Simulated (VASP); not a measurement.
Runs of VASP 6.6.1 on BeRhS3. Symmetry: Pm-3m, No. 221, cubic system. The conventional cell has a = 4.347 Å, b = 4.347 Å, c = 4.347 Å, α = 90.00°, β = 90.00°, γ = 90.00°. Around Be (site symmetry m-3m) lie 12 S at 3.07 Å. Rh (site symmetry m-3m) is surrounded by 6 S at 2.17 Å. S (site symmetry 4/mmm) has 2 Rh at 2.17 Å as nearest neighbours. The cell was built by a generator and needn't be a form met in nature.

| task | level | potentials or basis | cell | cutoff (eV) | smearing | pressure (GPa) |
| --- | --- | --- | --- | --- | --- | --- |
| relaxation of the atoms | PBEsol | VASP PAW PBE potentials, release 64 (Be, Rh_pv, S) | atoms relaxed | 520 | gaussian 0.05 eV | 18.3 |
| relaxation of cell and atoms | PBE | VASP PAW PBE potentials, release 64 (Be, Rh_pv, S) | relaxed | 600 | gaussian 0.05 eV | 0.0 |
| single point | PBE | VASP PAW PBE potentials, release 64 (Be, Rh_pv, S) | as given | 520 | fermi-dirac 0.05 eV | 22.7 |
| density of states | r2SCAN+D3(BJ) | VASP PAW PBE potentials, release 54 (Be, Rh, S) | as given | 500 | tetrahedron | (a) |

Alike in all rows: no spin polarisation; k mesh 6 × 6 × 6.

Fill in the values left out.

(a) 21.3.

Caveats: the bands computed are all filled at some k points, so no gap is given (some runs); so large a pressure means that the cell lies far from this level's equilibrium, or that cutoff or potentials fall short (some runs); the PAW data sets were made with another functional, which shifts forces and pressure a little (some runs); the potentials were made for another functional, which shifts forces and pressure (some runs).

Not every run made on this cell is shown here.
